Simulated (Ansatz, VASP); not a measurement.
**Two plane-wave programs on HfRu**

Contents of INCAR:

```
SYSTEM = HfRu
PREC = Accurate
ENCUT = 600
EDIFF = 1E-7
ISMEAR = 0
SIGMA = 0.1
LREAL = .False.
LASPH = .True.
NELM = 100
ALGO = Normal
ISIF = 3
LWAVE = .False.
LCHARG = .False.
IBRION = 2
NSW = 100
EDIFFG = -0.005
```

KPOINTS

```
regular mesh
0
Gamma
  14 14 14
  0 0 0
```

Contents of POSCAR:

```
HfRu
1.0
    3.1839432274      0.0000000000      0.0000000000
    0.0000000000      3.1839432274      0.0000000000
    0.0000000000      0.0000000000      3.1839432274
Hf Ru
1 1
Direct
    0.0000000000      0.0000000000      0.0000000000
    0.5000000000      0.5000000000      0.5000000000
```

Input for Ansatz:

```yaml
crystal:
  lattice:
    - [3.1839432274, 0.0, 0.0]
    - [0.0, 3.1839432274, 0.0]
    - [0.0, 0.0, 3.1839432274]
  atoms:
    - { symbol: Hf, position: [0.0, 0.0, 0.0] }
    - { symbol: Ru, position: [0.5, 0.5, 0.5] }
basis:
  ecutwfc: 420
kpoints:
  mp_grid: { grid: [14, 14, 14] }
hamiltonian:
  xc: lda
scf:
  occupations: { method: gaussian, width: 0.1 }
output:
  forces: true
  stress: true
  eigenvalues: true
relax:
  adjacent_minimum: "off"
  f_tol: 0.005
  max_steps: 80
  cell: { stress_tol: 0.05 }
```

Alike in both runs: task relaxation of cell and atoms; functional LDA; k mesh 14 × 14 × 14; occupations gaussian, width 0.1 eV; no spin polarisation.

|  | VASP | Ansatz |
| --- | --- | --- |
| version | VASP 6.6.1 | Ansatz 0.2.0 |
| potentials or method | VASP PAW LDA potentials, release 64 (Hf_pv, Ru_pv) | scalar-relativistic, plane waves, PAW |
| plane-wave cutoff (eV) | 600 | 420 |
| valence electrons in the cell | 24 | 42 |

```csv
,VASP,Ansatz,Ansatz less VASP
"gap on the k mesh at the Fermi level, each at its own relaxed structure (eV)",none,none,-
relaxed volume (Å³/atom),16.08,16.11,+0.026
relaxed cell length with the largest relative difference (Å),3.180,3.182,+0.0017
```

A gap of «none» marks a metal or a gap that the smearing closes. The two sets of potentials don't hold the same shells in valence.

Spin-orbit coupling is left out, which matters for the levels of Hf. Zero-point motion and thermal expansion aren't in these numbers. LDA usually gives volumes a few per cent too small.
